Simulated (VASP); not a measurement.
# Al4B3P (P-3m1) in VASP: phonons with PBE

Aim: the phonons of Al4B3P with PBE.

Everything below comes from runs of VASP 6.6.1. Logs are shortened: lines on timing, memory, paths and dates and some standing lists are left out, and cuts for length are marked.

## (1) The structure

The structure is trigonal, space group P-3m1 (No. 164). Conventional cell: a = 3.039 Å, b = 3.039 Å, c = 23.813 Å, α = 90.00°, β = 90.00°, γ = 120.00°. Al (site symmetry 3m) is surrounded by 3 P at 2.56 Å and 3 Al at 2.83 Å. Al (site symmetry 3m) is surrounded by 6 B at 2.39 to 2.43 Å and 3 P at 2.49 Å. Al (site symmetry 3m) has 12 B at 2.38 to 2.42 Å as nearest neighbours. Al (site symmetry 3m) is surrounded by 12 Al at 2.82 to 3.04 Å. B (site symmetry 3m) has 3 B at 1.76 Å as nearest neighbours. B (site symmetry 3m) is surrounded by 3 B at 1.76 Å. Around B (site symmetry 3m) lie 3 B at 1.76 Å. Around P (site symmetry 3m) lie 6 Al at 2.49 to 2.56 Å.

The cell was built by a generator and needn't be a form met in nature.

## (2) Phonons, PBE

POSCAR

```
Al4B3P
1.0
    3.0393210000      0.0000000000      0.0000000000
   -1.5196600000      2.6321290000      0.0000000000
    0.0000000000      0.0000000000     23.8130700000
Al B P
8 6 2
Direct
    0.6666670000      0.3333330000      0.3602500000
    0.0000000000      0.0000000000      0.7923770000
    0.0000000000      0.0000000000      0.2076230000
    0.0000000000      0.0000000000      0.9306340000
    0.0000000000      0.0000000000      0.0693660000
    0.3333330000      0.6666670000      0.6397500000
    0.3333330000      0.6666670000      0.4535610000
    0.6666670000      0.3333330000      0.5464390000
    0.6666670000      0.3333330000      0.8629890000
    0.3333330000      0.6666670000      0.8603960000
    0.3333330000      0.6666670000      0.1370110000
    0.6666670000      0.3333330000      0.1396040000
    0.3333330000      0.6666670000      0.9993510000
    0.6666670000      0.3333330000      0.0006490000
    0.3333330000      0.6666670000      0.2817990000
    0.6666670000      0.3333330000      0.7182010000
```

INCAR.step1

```
SYSTEM = Al4B3P
PREC = Accurate
ENCUT = 520
EDIFF = 1E-8
ISMEAR = 0
SIGMA = 0.1
LREAL = .FALSE.
LASPH = .TRUE.
NELM = 80
ALGO = Normal
ISIF = 3
LWAVE = .FALSE.
LCHARG = .FALSE.
GGA = PE
KPAR = 8
IBRION = 2
NSW = 40
EDIFFG = -0.002
```

INCAR.step2

```
SYSTEM = Al4B3P
PREC = Accurate
ENCUT = 520
EDIFF = 1E-8
ISMEAR = 0
SIGMA = 0.1
LREAL = .FALSE.
LASPH = .TRUE.
NELM = 80
ALGO = Normal
ISIF = 2
LWAVE = .FALSE.
LCHARG = .FALSE.
GGA = PE
KPAR = 8
IBRION = 6
NFREE = 2
POTIM = 0.015
NSW = 1
```

KPOINTS

```
regular mesh
0
G
  12 12 2
  0 0 0
```

Potentials or basis: VASP PAW PBE potentials, release 64 (Al, B, P).

Command:

```console
$ cat potpaw_PBE.64/Al/POTCAR potpaw_PBE.64/B/POTCAR potpaw_PBE.64/P/POTCAR > POTCAR
$ cp INCAR.step1 INCAR
$ mpirun -np 8 vasp_std > vasp.out
$ cp CONTCAR POSCAR
$ cp INCAR.step2 INCAR
$ mpirun -np 8 vasp_std > vasp.out
```

OUTCAR:

```text
SYSTEM = Al4B3P
   PREC = Accurate
   ENCUT = 520
   EDIFF = 1E-8
   ISMEAR = 0
   LREAL = .FALSE.
   LASPH = .TRUE.
   NELM = 80
   ISIF = 2
   GGA = PE
   IBRION = 6
   NFREE = 2
   POTIM = 0.015
   NSW = 1

 ion  position               nearest neighbor table
   1  0.667  0.333  0.360-  15 2.56  15 2.56  15 2.56   7 2.83   7 2.83   7 2.83
   2  0.000  0.000  0.792-  10 2.39  10 2.39  10 2.39   9 2.43   9 2.43   9 2.43  16 2.49  16 2.49
                            16 2.49   4 3.29
   3  0.000  0.000  0.208-  12 2.39  12 2.39  12 2.39  11 2.43  11 2.43  11 2.43  15 2.49  15 2.49
                            15 2.49   5 3.29
   4  0.000  0.000  0.931-   9 2.38   9 2.38   9 2.38  13 2.40  13 2.40  13 2.40  14 2.42  14 2.42
                            14 2.42  10 2.42  10 2.42  10 2.42   2 3.29   5 3.30
   5  0.000  0.000  0.069-  11 2.38  11 2.38  11 2.38  14 2.40  14 2.40  14 2.40  13 2.42  13 2.42
                            13 2.42  12 2.42  12 2.42  12 2.42   3 3.29   4 3.30
   6  0.333  0.667  0.640-  16 2.56  16 2.56  16 2.56   8 2.83   8 2.83   8 2.83
   7  0.333  0.667  0.454-   8 2.82   8 2.82   8 2.82   1 2.83   1 2.83   1 2.83
   8  0.667  0.333  0.546-   7 2.82   7 2.82   7 2.82   6 2.83   6 2.83   6 2.83
   9  0.667  0.333  0.863-  10 1.76  10 1.76  10 1.76   4 2.38   4 2.38   4 2.38   2 2.43   2 2.43
                             2 2.43
  10  0.333  0.667  0.860-   9 1.76   9 1.76   9 1.76   2 2.39   2 2.39   2 2.39   4 2.42   4 2.42
                             4 2.42
  11  0.333  0.667  0.137-  12 1.76  12 1.76  12 1.76   5 2.38   5 2.38   5 2.38   3 2.43   3 2.43
                             3 2.43
  12  0.667  0.333  0.140-  11 1.76  11 1.76  11 1.76   3 2.39   3 2.39   3 2.39   5 2.42   5 2.42
                             5 2.42
  13  0.333  0.667  0.999-  14 1.75  14 1.75  14 1.75   4 2.40   4 2.40   4 2.40   5 2.42   5 2.42
                             5 2.42
  14  0.667  0.333  0.001-  13 1.75  13 1.75  13 1.75   5 2.40   5 2.40   5 2.40   4 2.42   4 2.42
                             4 2.42
  15  0.333  0.667  0.282-   3 2.49   3 2.49   3 2.49   1 2.56   1 2.56   1 2.56
  16  0.667  0.333  0.718-   2 2.49   2 2.49   2 2.49   6 2.56   6 2.56   6 2.56

  LATTYP: Found a hexagonal cell.
 ALAT       =     3.0390600743
 C/A-ratio  =     7.8349705239

  Lattice vectors:

 A1 = (   3.0390600743,  -0.0000000000,   0.0000000000)
 A2 = (  -1.5195295372,   2.6319030318,   0.0000000000)
 A3 = (   0.0000000000,   0.0000000000,  23.8109461024)

Analysis of symmetry for initial positions (statically):
=====================================================================
 Subroutine PRICEL returns:
 Original cell was already a primitive cell.

 Routine SETGRP: Setting up the symmetry group for a
 hexagonal supercell.

 Subroutine GETGRP returns: Found 12 space group operations
 (whereof 12 operations were pure point group operations)
 out of a pool of 24 trial point group operations.

The static configuration has the point symmetry D_3d.

Analysis of symmetry for dynamics (positions and initial velocities):
=====================================================================
 Subroutine PRICEL returns:
 Original cell was already a primitive cell.

 Routine SETGRP: Setting up the symmetry group for a
 hexagonal supercell.

 Subroutine GETGRP returns: Found 12 space group operations
 (whereof 12 operations were pure point group operations)
 out of a pool of 24 trial point group operations.

The dynamic configuration has the point symmetry D_3d.

 Subroutine INISYM returns: Found 12 space group operations
 (whereof 12 operations are pure point group operations),
 and found     1 'primitive' translations

----------------------------------------------------------------------------------------

                                     Primitive cell

  volume of cell :     190.4521

  direct lattice vectors                    reciprocal lattice vectors
     3.039060074 -0.000000000  0.000000000     0.329049106  0.189976541  0.000000000
    -1.519529537  2.631903032  0.000000000     0.000000000  0.379953208  0.000000000
     0.000000000  0.000000000 23.810946102     0.000000000  0.000000000  0.041997491

  length of vectors
     3.039060074  3.039059654 23.810946102     0.379953155  0.379953208  0.041997491

[... 109 lines left out ...]
   LREAL  =      F    real-space projection
   EDIFFG = 0.1E-06   stopping-criterion for IOM
   NSW    =    229    number of steps for IOM
   IBRION =      6    ionic relax: 0-MD 1-quasi-New 2-CG
   NFREE  =      2    steps in history (QN), initial steepest desc. (CG)
   ISIF   =      2    stress and relaxation
   ISYM   =      2    0-nonsym 1-usesym 2-fastsym
   POTIM  = 0.0150    time-step for ionic-motion
   TEBEG  =    0.0;   TEEND  =   0.0 temperature during run
   PSTRESS=    0.0 pullay stress
   NELECT =      52.0000    total number of electrons
   NUPDOWN=      -1.0000    fix difference up-down
   EMIN   =  10.00;   EMAX   =-10.00  energy-range for DOS
   EFERMI =   0.00;   METHOD = LEGACY
   ISMEAR =     0;   SIGMA  =   0.10  broadening in eV -4-tet -1-fermi 0-gaus
   EFERMI_NEDOS =   21; number of points for ismear=-14 and -15
   IALGO  =     38    algorithm
   IMIX   =      4    mixing-type and parameters
     AMIX     =   0.40;   BMIX     =  1.00
     AMIX_MAG =   1.60;   BMIX_MAG =  1.00
  volume/ion in A,a.u.               =      11.90        80.33
  Fermi-wavevector in a.u.,A,eV,Ry     =   1.062056  2.006994 15.346862  1.127963
  Thomas-Fermi vector in A             =   2.197493
   LORBIT       =      0    0 simple, 1 ext, 2 COOP (PROOUT), +10 PAW based schemes
   GGA     = PE    functional components
   LHFCALC =     F    Hartree Fock is set to
   AEXX    =    0.0000 exact exchange contribution
   IVDW    =     0    specifies the selected vdW correction
   LEPSILON=     F    determine dielectric tensor
   LRPA    =     F    only Hartree local field effects (RPA)
 finite differences with symmetry
 non-spin polarized calculation
 Gauss-broadening in eV      SIGMA  =   0.10
  energy-cutoff  :      520.00
  volume of cell :      190.45
 maximum number of plane-waves:      5168
 NGX is ok and might be reduce to    24
   NGX = 11   NGY = 11   NGZ = 89

--------------------------------------- Ionic step        1  -------------------------------------------

 number of electron      51.9999999 magnetization

 Free energy of the ion-electron system (eV)
  ---------------------------------------------------
  ext. energy  EPLUGINS =         0.00000000
  ---------------------------------------------------
  free energy    TOTEN  =       -80.50205436 eV

  energy without entropy =      -80.48600950  energy(sigma->0) =      -80.49403193

------------------------ aborting loop because EDIFF is reached ----------------------------------------

  FORCE on cell =-STRESS in cart. coord.  units (eV):
  Direction    XX          YY          ZZ          XY          YZ          ZX
  --------------------------------------------------------------------------------------
  -------------------------------------------------------------------------------------
  Total        0.0044278      0.0044278     -0.0009072      0.0000000     -0.0000000     -0.0000000
  in kB        0.0372485      0.0372485     -0.0076322      0.0000000     -0.0000000     -0.0000000
  external PRESSURE =       0.0222883 kB  Pullay stress =       0.0000000 kB
[... 131 lines left out ...]
  FREE ENERGIE OF THE ION-ELECTRON SYSTEM (eV)
  ---------------------------------------------------
  free  energy   TOTEN  =       -80.5018740479 eV

  energy  without entropy=      -80.4858268985  energy(sigma->0) =      -80.49385047

[... ionic steps 4 to 30 ...]

--------------------------------------- Ionic step       31  -------------------------------------------

 number of electron      51.9999999 magnetization

------------------------ aborting loop because EDIFF is reached ----------------------------------------
[... 95 lines left out ...]
--------------------------------------- Ionic step       33  -------------------------------------------

 number of electron      51.9999999 magnetization

 Free energy of the ion-electron system (eV)
  ---------------------------------------------------
  ext. energy  EPLUGINS =         0.00000000
  ---------------------------------------------------
  free energy    TOTEN  =       -80.50119217 eV

  energy without entropy =      -80.48532429  energy(sigma->0) =      -80.49325823

 E-fermi :   8.8825     XC(G=0): -10.9759

 val. band max:        8.8685609704   @ k =   0.0833   0.0833   0.0000
 cond. band min:       8.9214450499   @ k =   0.3333   0.1667   0.0000
 fundamental gap:      0.0528840795
 Fermi energy:         8.8824863403

 k-point     1 :       0.0000    0.0000    0.0000
  band No.  band energies     occupation
      1      -6.3916      2.00000
      2      -5.9779      2.00000
      3      -5.4439      2.00000
      4      -4.9457      2.00000
      5      -4.6148      2.00000
      6      -1.6869      2.00000
[... 901 lines left out ...]
     34      11.6027      0.00000
     35      11.8876      0.00000

 [... further k-points ...]

------------------------ aborting loop because EDIFF is reached ----------------------------------------

  FORCE on cell =-STRESS in cart. coord.  units (eV):
  Direction    XX          YY          ZZ          XY          YZ          ZX
  --------------------------------------------------------------------------------------
  -------------------------------------------------------------------------------------
  Total        0.0188893      0.0188893      0.0725146      0.0000000      0.0000000     -0.0000000
  in kB        0.1589060      0.1589060      0.6100283      0.0000000      0.0000000     -0.0000000
  external PRESSURE =       0.3092801 kB  Pullay stress =       0.0000000 kB
[... 31 lines left out ...]
  FREE ENERGIE OF THE ION-ELECTRON SYSTEM (eV)
  ---------------------------------------------------
  free  energy   TOTEN  =       -80.5011921677 eV

  energy  without entropy=      -80.4853242896  energy(sigma->0) =      -80.49325823

 INTERNAL STRAIN TENSORS FROM DISPLACED ATOMS
 ============================================

 INTERNAL STRAIN TENSOR FOR ION    1 for displacements in x,y,z  (eV/Angst):
          X           Y           Z          XY          YZ          ZX
  --------------------------------------------------------------------------------
  x     0.00000    -0.00000     0.00000     1.77882    -0.00000    -1.18401
  y     1.77882    -1.77882     0.00000    -0.00000    -1.18401    -0.00000
  z    -3.30068    -3.30068    -1.15365    -0.00000    -0.00000     0.00000
[... 8 lines left out ...]
 INTERNAL STRAIN TENSOR FOR ION   16 for displacements in x,y,z  (eV/Angst):
          X           Y           Z          XY          YZ          ZX
  --------------------------------------------------------------------------------
  x    -0.00000     0.00000     0.00000    -1.00808     0.00000     1.13716
  y    -1.00808     1.00808    -0.00000     0.00000     1.13716     0.00000
  z     0.71509     0.71509     4.60279     0.00000     0.00000     0.00000

 Eigenvectors and eigenvalues of the dynamical matrix
   1 f  =   28.292263 THz   177.765529 2PiTHz  943.728298 cm-1   117.007344 meV
   2 f  =   28.292257 THz   177.765493 2PiTHz  943.728106 cm-1   117.007320 meV
   3 f  =   28.027996 THz   176.105090 2PiTHz  934.913297 cm-1   115.914423 meV
   4 f  =   28.027990 THz   176.105054 2PiTHz  934.913106 cm-1   115.914400 meV
   5 f  =   27.649071 THz   173.724239 2PiTHz  922.273747 cm-1   114.347320 meV
   6 f  =   27.649066 THz   173.724203 2PiTHz  922.273559 cm-1   114.347296 meV
[... 37 lines left out ...]
  44 f  =    1.281451 THz     8.051594 2PiTHz   42.744602 cm-1     5.299653 meV
  45 f  =    1.281451 THz     8.051592 2PiTHz   42.744593 cm-1     5.299652 meV
  46 f/i=    0.001601 THz     0.010057 2PiTHz    0.053393 cm-1     0.006620 meV
  47 f/i=    0.001601 THz     0.010057 2PiTHz    0.053393 cm-1     0.006620 meV
  48 f/i=    0.002042 THz     0.012831 2PiTHz    0.068118 cm-1     0.008446 meV

 ELASTIC MODULI CONTR FROM IONIC RELAXATION (kBar)
 Direction    XX          YY          ZZ          XY          YZ          ZX
 --------------------------------------------------------------------------------
 XX        -203.7546    -39.9715    125.3964     -0.0000     57.9193      0.0000
 YY         -39.9715   -203.7545    125.3964     -0.0000    -57.9193     -0.0000
 ZZ         125.3964    125.3964   -598.5824      0.0000     -0.0000     -0.0000
 XY          -0.0000     -0.0000      0.0000    -81.8915     -0.0000     57.9193
 YZ          57.9193    -57.9193     -0.0000     -0.0000    -49.8694     -0.0000
 ZX           0.0000     -0.0000     -0.0000     57.9193     -0.0000    -49.8695
 --------------------------------------------------------------------------------
```

Run time: 27 min. Hardware: 8 MPI ranks of Intel Xeon 6975P-C (Granite Rapids), shared host; peak memory 1.4 GiB.

What came out:

- Highest phonon frequency at Γ, LO-TO splitting left out: 944 cm⁻¹

Phonon frequencies in cm⁻¹ (negative: imaginary):
| q point | frequencies |
| --- | --- |
| (0.000, 0.000, 0.000) | 0 0 0 43 43 53 53 83 83 99 99 114 118 130 130 136 136 158 158 166 166 195 195 216 216 223 229 250 250 266 266 296 297 322 355 396 397 420 441 467 471 506 922 922 935 935 944 944 |
